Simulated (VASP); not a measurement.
A VASP calculation is set up with these files.

**KPOINTS**
```
Automatic mesh
0
Gamma
 8 8 8
0 0 0
```

POSCAR:
```
NaCl
1
    0.0000000000     2.8394556738     2.8394556738
    2.8394556738     0.0000000000     2.8394556738
    2.8394556738     2.8394556738     0.0000000000
Na Cl
1 1
Direct
  0.0000000000   0.0000000000   0.0000000000
  0.5000000000   0.5000000000   0.5000000000
```

### INCAR
```
# general
SYSTEM   =  NaCl
PREC     =  Accurate
ENCUT    =  480
LREAL    =  .FALSE.   # projection in real space or not
LASPH    =  .TRUE.

# electronic loop
EDIFF    =  1E-7
NELM     =  100   # most electronic steps
ALGO     =  Normal   # blocked Davidson

# smearing
ISMEAR   =  0   # Gaussian
SIGMA    =  0.05   # width (eV)

# functional
GGA      =  PE   # PBE

# ions
IBRION   =  2
NSW      =  40
ISIF     =  3
EDIFFG   =  -0.01   # ionic stop
PSTRESS  =  150   # kbar

# output
LWAVE    =  .FALSE.
LCHARG   =  .FALSE.
```

POTCAR, in this order: Na_pv Cl (PBE.64 set). Program: vasp_std.

Task: Write an equivalent input for Quantum ESPRESSO's pw.x.

Result: One equivalent input (not run):
```
&CONTROL
  calculation = 'vc-relax'
  pseudo_dir = './pseudo'
  outdir = './out'
  tprnfor = .true.
  tstress = .true.
  nstep = 40
  forc_conv_thr = 0.00039
/
&SYSTEM
  ibrav = 0
  nat = 2
  ntyp = 2
  ecutwfc = 88
  occupations = 'smearing'
  smearing = 'gaussian'
  degauss = 0.003675
  input_dft = 'pbe'
/
&ELECTRONS
  conv_thr = 7.3e-09
  electron_maxstep = 100
/
&IONS
/
&CELL
  press = 150
/
ATOMIC_SPECIES
  Na 22.990 Na.upf
  Cl 35.450 Cl.upf
CELL_PARAMETERS angstrom
     0.0000000    2.8394557    2.8394557
     2.8394557    0.0000000    2.8394557
     2.8394557    2.8394557    0.0000000
ATOMIC_POSITIONS crystal
  Na   0.0000000  0.0000000  0.0000000
  Cl   0.5000000  0.5000000  0.5000000
K_POINTS automatic
  8 8 8 0 0 0
```
The two are equivalent in intent, not identical: the potentials are each code's own (VASP's PAW set, PseudoDojo norm-conserving files in pw.x), so ENCUT and ecutwfc are chosen apart and not converted; conv_thr bounds pw.x's estimated SCF error, while EDIFF bounds the energy change between steps; forc_conv_thr acts on force components and is met together with etot_conv_thr.

The compound is NaCl in the rock salt structure. This run relaxes it under an external pressure of 15 GPa. Symmetry was kept, so distortions that lower it aren't found.
